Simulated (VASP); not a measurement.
All values below come from rev-vdW-DF2, VASP's PBE PAW potentials (set 64) (plane waves; VASP).

Input for VASP

### KPOINTS
```
Automatic mesh
0
Gamma
8 8 8
0 0 0
```

INCAR:
```
AGGAC  =  0.0
ALGO  =  Normal
EDIFF  =  1E-7
ENCUT  =  520
GGA  =  MK
ISIF  =  2
ISMEAR  =  0
LASPH  =  .TRUE.
LCHARG  =  .FALSE.
LMAXMIX  =  4
LREAL  =  .FALSE.
LUSE_VDW  =  .TRUE.
LWAVE  =  .FALSE.
NELM  =  100
PARAM1  =  0.1234568
PARAM2  =  0.7114
PREC  =  Accurate
SIGMA  =  0.05
SYSTEM  =  PbSe
ZAB_VDW  =  -1.8867
```

File POSCAR:
```
PbSe
1.0
  0.0000000000   3.0833221937   3.0833221937
  3.0833221937   0.0000000000   3.0833221937
  3.0833221937   3.0833221937   0.0000000000
Pb Se
1 1
direct
  0.0000000000   0.0000000000   0.0000000000
  0.5000000000   0.5000000000   0.5000000000
```

POTCAR, in this order: Pb_d Se (PBE.64 set). Program: vasp_std.

Output

**OSZICAR**
```
       N       E                     dE             d eps       ncg     rms          rms(c)
DAV:   1     0.163282803489E+03    0.16328E+03   -0.97674E+03   812   0.147E+03
DAV:   2     0.803491643894E+01   -0.15525E+03   -0.15169E+03   866   0.348E+02
DAV:   3    -0.400551735808E+01   -0.12040E+02   -0.11994E+02  1070   0.101E+02
DAV:   4    -0.430550108487E+01   -0.29998E+00   -0.29986E+00   888   0.186E+01
DAV:   5    -0.431538595812E+01   -0.98849E-02   -0.98847E-02  1102   0.345E+00    0.265E+00
DAV:   6    -0.400180219348E+01    0.31358E+00   -0.87600E-01  1182   0.712E+00    0.141E+00
DAV:   7    -0.399793199348E+01    0.38702E-02   -0.12196E-01   880   0.190E+00    0.801E-01
DAV:   8    -0.400053238292E+01   -0.26004E-02   -0.12781E-02   896   0.150E+00    0.169E-01
DAV:   9    -0.400003034555E+01    0.50204E-03   -0.25517E-03  1224   0.572E-01    0.549E-02
DAV:  10    -0.400009211762E+01   -0.61772E-04   -0.18381E-04   854   0.115E-01    0.174E-02
DAV:  11    -0.400009571515E+01   -0.35975E-05   -0.43005E-05  1024   0.797E-02    0.508E-03
DAV:  12    -0.400009570494E+01    0.10217E-07   -0.26329E-06   998   0.138E-02    0.172E-03
DAV:  13    -0.400009562967E+01    0.75270E-07   -0.22015E-07   888   0.419E-03
   1 F= -.40000956E+01 E0= -.40000956E+01  d E =-.509523E-08
```

File OUTCAR:
```
------------------------ aborting loop because EDIFF is reached ----------------------------------------
  FORCE on cell =-STRESS in cart. coord.  units (eV):
  Direction    XX          YY          ZZ          XY          YZ          ZX
  --------------------------------------------------------------------------------------
  Total        0.0149715      0.0149715      0.0149715      0.0000000     -0.0000000     -0.0000000
  in kB        0.4091569      0.4091569      0.4091569      0.0000000     -0.0000000     -0.0000000
  external PRESSURE =       0.4091569 kB  Pullay stress =       0.0000000 kB
  volume of cell :       58.63
      direct lattice vectors                 reciprocal lattice vectors
     0.000000000  3.083322194  3.083322194    -0.162162748  0.162162748  0.162162748
     3.083322194  0.000000000  3.083322194     0.162162748 -0.162162748  0.162162748
     3.083322194  3.083322194  0.000000000     0.162162748  0.162162748 -0.162162748
  FREE ENERGIE OF THE ION-ELECTRON SYSTEM (eV)
  ---------------------------------------------------
  free  energy   TOTEN  =        -4.0000956297 eV

  energy  without entropy=       -4.0000956246  energy(sigma->0) =       -4.00009563
```
(Selected blocks of OUTCAR.)

The compound is PbSe in the rock salt structure. It was relaxed first.
